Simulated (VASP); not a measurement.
Data:

```
CELL_PARAMETERS angstrom
      0.00000     3.32031     3.32031
      3.32031     0.00000     3.32031
      3.32031     3.32031     0.00000
ATOMIC_POSITIONS crystal
  Na 0.25000 0.25000 0.25000
  Na 0.75000 0.75000 0.75000
  S  0.00000 0.00000 0.00000
```

These are PBEsol GGA, VASP's PBE PAW potentials (set 64) (plane waves; VASP 6.6.1) values and carry that method's errors. Numerical set-up: 520 eV cut-off, 6×6×6 Γ-centred mesh, Gaussian smearing of 0.050 eV, potentials Na_pv S.

Predict the energy per atom (σ→0), pressure, band gap (on the k-mesh) with the smallest direct gap where there is one.

The band gap (on the k-mesh) is 2.23 eV and the smallest direct gap (on the k-mesh) comes out as 2.23 eV. The energy per atom (σ→0) comes out as -3.451 eV/atom and the pressure is -1.58 GPa.

The compound is Na2S in the antifluorite structure. This cell is one point of a volume scan, at 1.06 of the reference volume.
